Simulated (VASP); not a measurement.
Calculation: PBE GGA with D3 dispersion (zero damping), VASP's PBE PAW potentials (set 64) (plane waves; VASP 6.6.1).

A VASP calculation is set up with these files.

**INCAR**
```
SYSTEM = HfO2
PREC = Accurate; ENCUT = 520; LREAL = .FALSE.
LASPH = .TRUE.
EDIFF = 1E-7; NELM = 100; ALGO = Normal
LMAXMIX = 6
ISMEAR = 0; SIGMA = 0.05
GGA = PE; IVDW = 11
ISIF = 2
LWAVE = .FALSE.; LCHARG = .FALSE.
```

### KPOINTS
```
Regular mesh
0
Gamma
  8 8 8
```

File POSCAR:
```
HfO2
1.0
  0.0000000000   2.5499006776   2.5499006776
  2.5499006776   0.0000000000   2.5499006776
  2.5499006776   2.5499006776   0.0000000000
Hf O
1 2
Direct
  0.0000000000   0.0000000000   0.0000000000
  0.2500000000   0.2500000000   0.2500000000
  0.7500000000   0.7500000000   0.7500000000
```

POTCAR, in this order: Hf_pv O (PBE.64 set). Program: vasp_std.

**Question.** What will the output report for the number of irreducible k-points (NKPTS), largest plane-wave count, number of space-group operations, FFT grid (NGX, NGY, NGZ)?

**Answer.** 
| Property | Result |
|---|---|
| number of irreducible k-points (NKPTS) | 29 |
| largest plane-wave count | 911 |
| number of space-group operations | 48 |
| FFT grid (NGX, NGY, NGZ) | 28 × 28 × 28 |

The compound is HfO2 in the fluorite structure, the high-temperature cubic form, which is unstable at 0 K; the monoclinic form is the stable one. This cell is one point of a volume scan, at 1.03 of the reference volume.
